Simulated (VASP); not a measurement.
Set up this calculation in VASP 6.6.1, as the native input.

```
Task                   : single point
Functional             : PBE
Potentials or basis    : VASP PAW PBE potentials, release 64 (Si, F)
Cutoff                 : 520 eV
k mesh                 : 9 × 9 × 9
Occupations            : gaussian, width 0.1 eV
Spin                   : no spin polarisation
Dipole correction      : no
Further INCAR settings : ALGO = Fast; EDIFF = 1e-06; NBANDS = 12
```

The structure of SiF lies in POSCAR:

```
SiF
1.0
    1.3367282054      0.7717603892      3.9048381852
   -1.3367282054      0.7717603892      3.9048381852
    0.0000000000     -1.5435207784      3.9048381852
Si F
1 1
Direct
    0.5000000000      0.5000000000      0.5000000000
    0.0000000000      0.0000000000      0.0000000000
```

The cell was built by a generator and needn't be a form met in nature.

One way to write it, as run:

INCAR

```
ALGO = Fast
EDIFF = 1E-6
ENCUT = 520
GGA = PE
ISIF = 2
ISMEAR = 0
LASPH = T
LCHARG = T
LELF = T
LREAL = F
LVHAR = T
LWAVE = F
NBANDS = 12
NELM = 100
PREC = Accurate
SIGMA = 0.1
```

KPOINTS

```
k-points
0
Gamma
  9 9 9
```

Potentials or basis: VASP PAW PBE potentials, release 64 (Si, F).

The run is started by

```console
$ cat potpaw_PBE.64/Si/POTCAR potpaw_PBE.64/F/POTCAR > POTCAR
$ mpirun -np 1 vasp_std > vasp.out
```

It gave:

```
Pressure               : -0.3 GPa
Band gap on the k mesh : none (metal or under the smearing width)
```

Caveat: an odd number of electrons without spin polarisation forces a metal; a magnetic or distorted state may lie lower.

Run time: 52 s on 1 thread of AMD EPYC 7R13 Processor (Zen 3), on a shared host, peak memory 0.15 GiB.
